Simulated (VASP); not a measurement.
Crystal: Ni.

```
CELL_PARAMETERS angstrom
0.00000 1.76194 1.76194
1.76194 0.00000 1.76194
1.76194 1.76194 0.00000
ATOMIC_POSITIONS crystal
Ni 0.00000 0.00000 0.00000
```

| Quantity | Value |
| --- | --- |
| Program | VASP 6.6.1 |
| Task | relaxation of cell and atoms |
| Functional | PBEsol |
| Potentials or basis | VASP PAW PBE potentials, release 64 (Ni) |
| Cutoff | 520 eV |
| k mesh | 20 × 20 × 20 |
| Occupations | gaussian, width 0.1 eV |
| Spin | collinear spin, ferromagnetic start |
| Starting moments | [0.8] μB |

At the start: pressure -10.5 GPa; volume 10.94 Å³/atom.

Problem. How do energy, volume and symmetry change on relaxing?

Solution. Over 6 steps the energy falls by 19.3 meV/atom and the volume is 10.38 Å³/atom (-5.1 %); space group Fm-3m (No. 225, to 0.05 Å); moment 0.62 μB per cell.

Step by step:
| step | energy change (eV) | largest force (eV/Å) | pressure (GPa) | volume (Å³) |
| --- | --- | --- | --- | --- |
| 1 | 0.0000 | 0.0000 | -10.50 | 10.94 |
| 2 | 0.0025 | 0.0000 | 13.76 | 9.84 |
| 3 | -0.0193 | 0.0000 | -0.09 | 10.38 |
| 4 | -0.0193 | 0.0000 | 0.16 | 10.37 |
| 5 | -0.0193 | 0.0000 | -0.15 | 10.39 |
| 6 | -0.0193 | 0.0000 | 0.02 | 10.38 |

Final structure:
```xyz
1
Lattice="0.0000 1.7313 1.7313 1.7313 0.0000 1.7313 1.7313 1.7313 0.0000" Properties=species:S:1:pos:R:3 pbc="T T T"
Ni    0.0000    0.0000    0.0000
```

Caveat: the PAW data sets were made with another functional, which shifts forces and pressure a little.
